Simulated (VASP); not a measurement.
```yaml
crystal:
  lattice:
    - [13.24989, 0.00000, 0.00000]
    - [0.00000, 13.24989, 0.00000]
    - [0.00000, 0.00000, 13.24989]
  atoms:
    - { symbol: Cd, position: [0.50578, 0.00525, 0.00529] }
    - { symbol: Cd, position: [0.74175, 0.24177, 0.00309] }
    - { symbol: Cd, position: [0.74177, 0.00344, 0.24148] }
    - { symbol: Cd, position: [0.00037, 0.00127, 0.00133] }
    - { symbol: Cd, position: [0.25529, 0.25544, 0.00398] }
    - { symbol: Cd, position: [0.49073, 0.49275, 0.00390] }
    - { symbol: Cd, position: [0.74780, 0.74857, 0.00138] }
    - { symbol: Cd, position: [0.25594, 0.00508, 0.25565] }
    - { symbol: Cd, position: [0.75197, 0.50184, 0.24880] }
    - { symbol: Cd, position: [0.49086, 0.00423, 0.49237] }
    - { symbol: Cd, position: [0.75188, 0.24875, 0.50172] }
    - { symbol: Cd, position: [0.74753, 0.00171, 0.74830] }
    - { symbol: Cd, position: [0.99841, 0.49803, 0.00122] }
    - { symbol: Cd, position: [0.25052, 0.74990, 0.00082] }
    - { symbol: Cd, position: [0.00115, 0.24990, 0.24991] }
    - { symbol: Cd, position: [0.25362, 0.49224, 0.24127] }
    - { symbol: Cd, position: [0.49951, 0.75092, 0.24977] }
    - { symbol: Cd, position: [0.99849, 0.00099, 0.49789] }
    - { symbol: Cd, position: [0.25396, 0.24098, 0.49220] }
    - { symbol: Cd, position: [0.49847, 0.50201, 0.50212] }
    - { symbol: Cd, position: [0.74893, 0.75264, 0.49870] }
    - { symbol: Cd, position: [0.25052, 0.00082, 0.74982] }
    - { symbol: Cd, position: [0.49966, 0.24988, 0.75125] }
    - { symbol: Cd, position: [0.74876, 0.49904, 0.75203] }
    - { symbol: Cd, position: [0.99994, 0.75060, 0.24986] }
    - { symbol: Cd, position: [0.00233, 0.49927, 0.49899] }
    - { symbol: Cd, position: [0.25110, 0.74854, 0.49749] }
    - { symbol: Cd, position: [0.99967, 0.24967, 0.74995] }
    - { symbol: Cd, position: [0.25131, 0.49739, 0.74871] }
    - { symbol: Cd, position: [0.50020, 0.75054, 0.75002] }
    - { symbol: Cd, position: [0.00031, 0.75034, 0.75017] }
    - { symbol: Te, position: [0.61274, 0.13541, 0.13513] }
    - { symbol: Te, position: [0.87086, 0.37148, 0.12519] }
    - { symbol: Te, position: [0.87084, 0.12517, 0.37146] }
    - { symbol: Te, position: [0.12661, 0.12505, 0.12493] }
    - { symbol: Te, position: [0.38450, 0.36312, 0.13418] }
    - { symbol: Te, position: [0.62160, 0.62103, 0.12554] }
    - { symbol: Te, position: [0.87348, 0.87505, 0.12494] }
    - { symbol: Te, position: [0.38540, 0.13543, 0.36240] }
    - { symbol: Te, position: [0.87488, 0.62504, 0.37615] }
    - { symbol: Te, position: [0.62137, 0.12561, 0.62091] }
    - { symbol: Te, position: [0.87477, 0.37627, 0.62457] }
    - { symbol: Te, position: [0.87351, 0.12492, 0.87481] }
    - { symbol: Te, position: [0.12445, 0.62361, 0.12494] }
    - { symbol: Te, position: [0.37481, 0.87600, 0.12458] }
    - { symbol: Te, position: [0.12671, 0.37427, 0.37444] }
    - { symbol: Te, position: [0.37509, 0.62106, 0.37147] }
    - { symbol: Te, position: [0.62374, 0.87670, 0.37444] }
    - { symbol: Te, position: [0.12446, 0.12490, 0.62338] }
    - { symbol: Te, position: [0.37515, 0.37141, 0.62129] }
    - { symbol: Te, position: [0.62604, 0.62512, 0.62473] }
    - { symbol: Te, position: [0.87459, 0.87545, 0.62484] }
    - { symbol: Te, position: [0.37496, 0.12441, 0.87590] }
    - { symbol: Te, position: [0.62385, 0.37491, 0.87650] }
    - { symbol: Te, position: [0.87463, 0.62489, 0.87524] }
    - { symbol: Te, position: [0.12543, 0.87562, 0.37418] }
    - { symbol: Te, position: [0.12554, 0.62480, 0.62485] }
    - { symbol: Te, position: [0.37477, 0.87489, 0.62338] }
    - { symbol: Te, position: [0.12496, 0.37417, 0.87522] }
    - { symbol: Te, position: [0.37483, 0.62387, 0.87444] }
    - { symbol: Te, position: [0.62419, 0.87556, 0.87542] }
    - { symbol: Te, position: [0.12497, 0.87518, 0.87514] }
    - { symbol: Cl, position: [0.64500, 0.39529, 0.39527] }
```
Cell charge -1.

Level of theory: PBE GGA, VASP's PBE PAW potentials (set 64) (plane waves; VASP 6.6.1). Settings: PREC = Normal, LREAL = Auto, ISYM = 0, NELECT = 566.0, 400 eV cut-off, 1×1×1 Γ-centred mesh, Gaussian smearing of 0.050 eV, potentials Cd Te Cl. Starting moments (MAGMOM): 63*0.0317. The cell's moment is fixed (NUPDOWN = 2).

The cell is charged, with a uniform compensating background.  The supercell is sampled at Γ alone, which is coarse: total energies, pressure and levels can be off, energies of defects by several tenths of an eV.

### Question
Estimate the cell moment, energy per atom (σ→0).

### Answer

```json
{
  "cell_moment": "2.00 μB",
  "energy per atom (σ→0)": "-2.330 eV/atom"
}
```

### Question
Give the moment on each site (PAW-sphere projection).

### Answer

```tsv
site	moment (μB)
Cd1	0.01
Cd2	0.01
Cd3	0.01
Cd4	0.01
Cd5	0.01
Cd6	0.01
Cd7	0.01
Cd8	0.01
Cd9	0.01
Cd10	0.01
Cd11	0.01
Cd12	0.01
Cd13	0.01
Cd14	0.01
Cd15	0.01
Cd16	0.01
Cd17	0.01
Cd18	0.01
Cd19	0.01
Cd20	0.01
Cd21	0.01
Cd22	0.01
Cd23	0.01
Cd24	0.01
Cd25	0.01
Cd26	0.01
Cd27	0.01
Cd28	0.01
Cd29	0.01
Cd30	0.01
Cd31	0.01
Te32	0.07
Te33	0.01
Te34	0.01
Te35	0.02
Te36	0.07
Te37	0.01
Te38	0.02
Te39	0.06
Te40	0.02
Te41	0.01
Te42	0.02
Te43	0.02
Te44	0.02
Te45	0.02
Te46	0.02
Te47	0.01
Te48	0.02
Te49	0.02
Te50	0.01
Te51	0.02
Te52	0.02
Te53	0.02
Te54	0.02
Te55	0.02
Te56	0.02
Te57	0.02
Te58	0.02
Te59	0.02
Te60	0.02
Te61	0.02
Te62	0.02
Cl63	0.01
```

The cell is a supercell with a defect, built from CdTe (zinc blende): Cl_Te-vac_Cd, charge -1.
